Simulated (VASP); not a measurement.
Calculation: r2SCAN meta-GGA, VASP's PBE PAW potentials (set 64) (plane waves; VASP).

VASP ran on this input.

### INCAR
```
SYSTEM  =  Y
PREC  =  Accurate; ENCUT  =  480; LREAL  =  .FALSE.
LASPH  =  .TRUE.
EDIFF  =  1E-7; NELM  =  100; ALGO  =  Normal
LMAXMIX  =  4; LMIXTAU  =  .TRUE.
ISMEAR  =  1; SIGMA  =  0.1
METAGGA  =  R2SCAN
ISIF  =  2
LWAVE  =  .FALSE.; LCHARG  =  .FALSE.
```

**POSCAR**
```
Y
1
    1.8420953783    -3.1906030715    -0.0079765077
    1.8420953783     3.1906030715     0.0079765077
    0.0000000000     0.0141881161     5.6752464319
Y
2
Direct
  0.3333330000   0.6666670000   0.2500000000
  0.6666670000   0.3333330000   0.7500000000
```

**KPOINTS**
```
Automatic mesh
0
Gamma
10 10 6
0 0 0
```

POTCAR, in this order: Y_sv (PBE.64 set). Program: vasp_std.

Output of the run:

OSZICAR:
```
       N       E                     dE             d eps       ncg     rms          rms(c)
DAV:   1     0.549847336807E+02    0.54985E+02   -0.11541E+04  5168   0.135E+03
DAV:   2    -0.386477339902E+02   -0.93632E+02   -0.92731E+02  6400   0.284E+02
DAV:   3    -0.477379001419E+02   -0.90902E+01   -0.89884E+01 10123   0.496E+01
DAV:   4    -0.479505850018E+02   -0.21268E+00   -0.21264E+00  5777   0.902E+00
DAV:   5    -0.479580866214E+02   -0.75016E-02   -0.75017E-02  7418   0.121E+00    0.308E+01
DAV:   6    -0.422856967991E+02    0.56724E+01   -0.94540E+00  6500   0.151E+01    0.217E+01
DAV:   7    -0.402394724178E+02    0.20462E+01   -0.48306E+00  9004   0.121E+01    0.367E+00
DAV:   8    -0.394857860589E+02    0.75369E+00   -0.24484E+00  8946   0.108E+01    0.567E+00
DAV:   9    -0.402455949132E+02   -0.75981E+00   -0.15113E+00  5160   0.101E+01    0.461E+00
DAV:  10    -0.405316888860E+02   -0.28609E+00   -0.11473E-01  5286   0.381E+00    0.349E-01
DAV:  11    -0.405565523900E+02   -0.24864E-01   -0.80415E-02  6120   0.266E+00    0.120E+00
DAV:  12    -0.405412645669E+02    0.15288E-01   -0.88356E-03  5290   0.106E+00    0.299E-01
DAV:  13    -0.405470833522E+02   -0.58188E-02   -0.81415E-03  5489   0.877E-01    0.491E-01
DAV:  14    -0.405410763404E+02    0.60070E-02   -0.27918E-03  5216   0.559E-01    0.213E-01
DAV:  15    -0.405441362969E+02   -0.30600E-02   -0.18732E-03  6161   0.418E-01    0.593E-02
DAV:  16    -0.405445024661E+02   -0.36617E-03   -0.18223E-04  5930   0.161E-01    0.474E-02
DAV:  17    -0.405444487381E+02    0.53728E-04   -0.69188E-05  7803   0.616E-02    0.211E-02
DAV:  18    -0.405444359541E+02    0.12784E-04   -0.30166E-05  5832   0.457E-02    0.244E-02
DAV:  19    -0.405444475500E+02   -0.11596E-04   -0.14171E-05  5706   0.390E-02    0.127E-02
DAV:  20    -0.405444467520E+02    0.79799E-06   -0.22220E-06  6662   0.132E-02    0.782E-03
DAV:  21    -0.405444468317E+02   -0.79722E-07   -0.12645E-07  4638   0.334E-03
   1 F= -.40544447E+02 E0= -.40544993E+02  d E =0.163785E-02
```

File OUTCAR:
```
------------------------ aborting loop because EDIFF is reached ----------------------------------------
  FORCE on cell =-STRESS in cart. coord.  units (eV):
  Direction    XX          YY          ZZ          XY          YZ          ZX
  --------------------------------------------------------------------------------------
  Total       -0.0022676     -0.0020321      0.0002395      0.0000000     -0.0557847      0.0000000
  in kB       -0.0544593     -0.0488036      0.0057522      0.0000000     -1.3397665      0.0000000
  external PRESSURE =      -0.0325036 kB  Pullay stress =       0.0000000 kB
  volume of cell :       66.71
      direct lattice vectors                 reciprocal lattice vectors
     1.842095378 -3.190603071 -0.007976508     0.271430028 -0.156711165  0.000391778
     1.842095378  3.190603071  0.007976508     0.271430028  0.156711165 -0.000391778
     0.000000000  0.014188116  5.675246432     0.000000000 -0.000440512  0.176204904
 POSITION                                       TOTAL-FORCE (eV/Angst)
 -----------------------------------------------------------------------------------
      1.84210      1.06708      1.42147         0.000000      0.000162     -0.000001
      1.84210     -1.05290      4.25378         0.000000     -0.000162      0.000001
 -----------------------------------------------------------------------------------
    total drift:                                0.000000      0.000000      0.000000
  FREE ENERGIE OF THE ION-ELECTRON SYSTEM (eV)
  ---------------------------------------------------
  free  energy   TOTEN  =       -40.5444468317 eV

  energy  without entropy=      -40.5460846853  energy(sigma->0) =      -40.54499278
```
(Selected blocks of OUTCAR.)

The compound is Y in the hcp structure. This cell was strained or had an atom moved on purpose.
